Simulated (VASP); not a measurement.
Data:

```yaml
crystal:
  lattice:
    - [3.19199, 0.00000, 0.00000]
    - [-1.59600, 2.76434, 0.00000]
    - [0.00000, 0.00000, 3.15802]
  atoms:
    - { symbol: Mo, position: [0.00000, 0.00000, 0.00000] }
    - { symbol: P, position: [0.33333, 0.66667, 0.50000] }
```

These are LDA (Ceperley-Alder, Perdew-Zunger), VASP's LDA PAW potentials (set 64) (plane waves; VASP) values and carry that method's errors. Settings: 400 eV cut-off, Gaussian smearing of 0.050 eV, potentials Mo_sv P.

Task: Give the energies of bands 6 to 12 at the high-symmetry points, in eV from the Fermi level.

Result: 
```
band      Γ      M      K      A      L      H
----  -----  -----  -----  -----  -----  -----
6     -4.37  -7.37  -6.69  -7.98  -6.25  -7.07
7     -3.40  -4.02  -5.34  -2.78  -5.31  -5.77
8     -3.40  -3.91  -3.82  -2.78  -4.54  -3.19
9     -0.63  -1.23  -1.57  -1.76  -1.03  -1.37
10     0.32  -0.42  -0.06  -1.76   1.51   1.61
11     0.32   1.79   0.69   1.41   1.94   3.54
12     4.28   2.48   0.84   3.01   3.74   4.39
```

It has no gap at this level: it comes out as a metal or semimetal.

The structure comes from a computed database's MoP entry (P-6m2); how it stands against other phases isn't given here. It was relaxed first. The electron count is odd and the run is not spin-polarised, which forces a metal.
